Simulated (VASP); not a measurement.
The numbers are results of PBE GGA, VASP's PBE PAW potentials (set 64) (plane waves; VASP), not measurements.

VASP input:

### KPOINTS
```
Automatic mesh
0
G
11 11 11
0 0 0
```

### INCAR
```
ALGO=Normal
EDIFF=1E-6
ENCUT=520
GGA=PE
ISIF=2
ISMEAR=1
LASPH=.True.
LCHARG=.False.
LMAXMIX=4
LREAL=.False.
LWAVE=.False.
NELM=100
PREC=Accurate
SIGMA=0.1
SYSTEM=CuZn
```

### POSCAR
```
CuZn
1
    2.9242930000     0.0000000000     0.0000000000
    0.0000000000     2.9565710000     0.0000000000
    0.0000000000     0.0000000000     2.9631800000
Zn Cu
1 1
Direct
  0.5000000000   0.5000000000   0.5000000000
  0.0231320000   0.0000000000   0.0000000000
```

POTCAR, in this order: Zn Cu_pv (PBE.64 set). Program: vasp_std.

Output

**OSZICAR**
```
       N       E                     dE             d eps       ncg     rms          rms(c)
DAV:   1     0.192596715928E+03    0.19260E+03   -0.18038E+04  9248   0.255E+03
DAV:   2     0.239963680547E+00   -0.19236E+03   -0.18841E+03  7784   0.473E+02
DAV:   3    -0.600037252211E+01   -0.62403E+01   -0.61910E+01  8338   0.102E+02
DAV:   4    -0.608597471030E+01   -0.85602E-01   -0.85567E-01  8530   0.113E+01
DAV:   5    -0.608863057786E+01   -0.26559E-02   -0.26558E-02  8752   0.194E+00    0.104E+01
DAV:   6    -0.602044115875E+01    0.68189E-01   -0.26447E+01  8280   0.737E+01    0.137E+01
DAV:   7    -0.501408365238E+01    0.10064E+01   -0.47087E+00  8410   0.684E+01    0.363E+00
DAV:   8    -0.503906921699E+01   -0.24986E-01   -0.82291E-01  8404   0.124E+01    0.140E+00
DAV:   9    -0.502315736093E+01    0.15912E-01   -0.85686E-02  8294   0.442E+00    0.189E-01
DAV:  10    -0.502306658382E+01    0.90777E-04   -0.21345E-03  8700   0.636E-01    0.907E-02
DAV:  11    -0.502303144906E+01    0.35135E-04   -0.71489E-04  8268   0.460E-01    0.465E-02
DAV:  12    -0.502302492258E+01    0.65265E-05   -0.67176E-05  8510   0.131E-01    0.966E-03
DAV:  13    -0.502302449194E+01    0.43065E-06   -0.15968E-06  5826   0.222E-02
   1 F= -.50230245E+01 E0= -.50228350E+01  d E =-.568552E-03
```

**OUTCAR**
```
------------------------ aborting loop because EDIFF is reached ----------------------------------------
  FORCE on cell =-STRESS in cart. coord.  units (eV):
  Direction    XX          YY          ZZ          XY          YZ          ZX
  --------------------------------------------------------------------------------------
  Total        0.2969797      0.2326036      0.1989252      0.0000000      0.0000000      0.0000000
  in kB       18.5724876     14.5465446     12.4403641      0.0000000      0.0000000      0.0000000
  external PRESSURE =      15.1864654 kB  Pullay stress =       0.0000000 kB
  volume of cell :       25.62
      direct lattice vectors                 reciprocal lattice vectors
     2.924293000  0.000000000  0.000000000     0.341962998  0.000000000  0.000000000
     0.000000000  2.956571000  0.000000000     0.000000000  0.338229659  0.000000000
     0.000000000  0.000000000  2.963180000     0.000000000  0.000000000  0.337475280
 POSITION                                       TOTAL-FORCE (eV/Angst)
 -----------------------------------------------------------------------------------
      1.46215      1.47829      1.48159         0.325507      0.000000      0.000000
      0.06764      0.00000      0.00000        -0.325507      0.000000      0.000000
 -----------------------------------------------------------------------------------
    total drift:                               -0.001528      0.000000      0.000031
  FREE ENERGIE OF THE ION-ELECTRON SYSTEM (eV)
  ---------------------------------------------------
  free  energy   TOTEN  =        -5.0230244919 eV

  energy  without entropy=       -5.0224559403  energy(sigma->0) =       -5.02283497
```
(Selected blocks of OUTCAR.)

The compound is CuZn in the CsCl type structure. The cell was not relaxed at this level, atoms are displaced from their ideal sites. The run is one of a series of settings (ENCUT = 520, POTCAR Zn Cu_pv (PBE.64 set) against the base run), some of them coarse on purpose. The electron count is odd and the run is not spin-polarised, which forces a metal.
